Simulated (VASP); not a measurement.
```xyz
5
Lattice="4.0029 0.0000 0.0000 0.0000 4.0029 0.0000 0.0000 0.0000 4.0029" Properties=species:S:1:pos:R:3 pbc="T T T"
Sr     0.0000     0.0000     0.0000
Ti     2.0014     2.0014     2.0014
O      2.0014     0.0000     2.0014
O      0.0000     2.0014     2.0014
O      2.0014     2.0014     0.0000
```

All values below come from optB88-vdW, VASP's PBE PAW potentials (set 64) (plane waves; VASP). Numerical set-up: 520 eV cut-off, 6×6×6 Γ-centred mesh, Gaussian smearing of 0.050 eV, potentials Sr_sv Ti_sv O.

Q: Estimate the energy per atom (σ→0), pressure, band gap (on the k-mesh) with the smallest direct gap where there is one.

A: 
| Property | Result |
|---|---|
| band gap (on the k-mesh) | 1.71 eV |
| smallest direct gap (on the k-mesh) | 2.10 eV |
| energy per atom (σ→0) | -6.158 eV/atom |
| pressure | -9.17 GPa |

Total energies compare only between runs with the same potentials, cut-off and functional.

The compound is SrTiO3 in the cubic perovskite structure, the ideal cubic form; the compound distorts at low or room temperature. This cell is one point of a volume scan, at 1.06 of the reference volume.
